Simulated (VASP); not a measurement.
Data:

```yaml
crystal:
  lattice:
    - [-2.72060, 2.72060, 2.72060]
    - [2.72060, -2.72060, 2.72060]
    - [2.72060, 2.72060, -2.72060]
  atoms:
    - { symbol: Ge, position: [0.00000, 0.00000, 0.00000] }
    - { symbol: F, position: [0.00000, 0.63852, 0.00000] }
    - { symbol: F, position: [0.36148, 0.36148, 0.36148] }
    - { symbol: F, position: [0.63852, 0.00000, 0.00000] }
    - { symbol: F, position: [0.00000, 0.00000, 0.63852] }
```

These are PBEsol GGA, VASP's PBE PAW potentials (set 64) (plane waves; VASP) values and carry that method's errors. Run with 520 eV cut-off, 7×7×7 Γ-centred mesh, Gaussian smearing of 0.010 eV, potentials Ge_d F.

Task: What does the run give for the energy per atom (σ→0)?

Result: 
```json
{
  "energy per atom (σ→0)": "-4.878 eV/atom"
}
```

The structure comes from a computed database's GeF4 entry (I-43m); how it stands against other phases isn't given here. It was relaxed first, which changed the volume by +7 %.
